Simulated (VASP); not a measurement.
Here is a VASP 6.6.1 calculation.

The input INCAR:

```
SYSTEM = CaH4
PREC     = Accurate       ! precision mode
ENCUT    = 600            ! plane-wave cutoff, eV
EDIFF    = 1E-7           ! SCF threshold, eV
ISMEAR   = -1             ! smearing method
SIGMA    = 0.05           ! smearing width, eV
LREAL    = .FALSE.        ! projectors in reciprocal space
LASPH    = .TRUE.         ! aspherical terms in the spheres
NELM     = 60             ! most SCF steps
ALGO     = Fast           ! electronic algorithm
ISIF     = 3              ! what is computed and relaxed
LWAVE    = .FALSE.        ! write WAVECAR
LCHARG   = .FALSE.        ! write CHGCAR
GGA      = PE             ! functional
IBRION   = 2              ! ionic algorithm
NSW      = 60             ! ionic steps
EDIFFG   = -0.005         ! ionic threshold
PSTRESS  = 100
```

The input KPOINTS:

```
Automatic mesh
0
G
  5 5 5
  0 0 0
```

File POSCAR:

```
CaH4
1.0
    4.1679800000      0.0000000000      0.0000000000
    0.0000000000      4.1679800000      0.0000000000
    0.0000000000      0.0000000000      4.1679800000
Ca H
1 4
Direct
    0.0000000000      0.0000000000      0.0000000000
    0.5000000000      0.0000000000      0.0000000000
    0.0000000000      0.5000000000      0.0000000000
    0.0000000000      0.0000000000      0.5000000000
    0.5000000000      0.5000000000      0.5000000000
```

Potentials or basis: VASP PAW PBE potentials, release 64 (Ca_sv, H).

Launch:

```sh
$ cat potpaw_PBE.64/Ca_sv/POTCAR potpaw_PBE.64/H/POTCAR > POTCAR
$ mpirun -np 1 vasp_std > vasp.out
```

Question: What does it give for the space group after relaxing (to 0.05 Å)?

Answer: Pm-3m (No. 221).

Question: Estimate the relaxed cell.

Answer: a = 3.799 Å, b = 3.799 Å, c = 3.799 Å, α = 90.00°, β = 90.00°, γ = 90.00°.

Question: What does it give for the band gap on the k mesh?

Answer: None (metal or under the smearing width).

Question: Predict the relaxed volume.

Answer: 10.97 Å³/atom.

The path:
```
step  energy change (eV)  largest force (eV/Å)  pressure (GPa)  volume (Å³)
   1              0.0000                0.0000            0.20        72.41
   2              0.1030                0.0000            3.84        63.51
   3              0.3515                0.0000            8.31        56.78
   4              0.4713                0.0000           10.14        54.70
   5              0.4512                0.0000            9.84        55.02
   6              0.4513                0.0000            9.84        55.02
   7              0.4515                0.0000            9.84        55.01
   8              0.4515                0.0000            9.84        55.01
   9              0.4515                0.0000            9.84        55.01
  10              0.4515                0.0000            9.84        55.01
  11              0.4516                0.0000            9.84        55.01
  12              0.4516                0.0000            9.84        55.01
  13              0.4517                0.0000            9.84        55.01
  14              0.4519                0.0000            9.84        55.01
  15              0.4522                0.0000            9.84        55.00
  16              0.4529                0.0000            9.86        54.99
  17              0.4542                0.0000            9.88        54.97
  18              0.4569                0.0000            9.92        54.93
  19              0.4623                0.0000           10.00        54.84
```

Caveat: the cell is relaxed towards a set pressure, so the enthalpy falls and the energy may rise; the volume moved by over 15 % at a fixed basis, so the end points are rough.
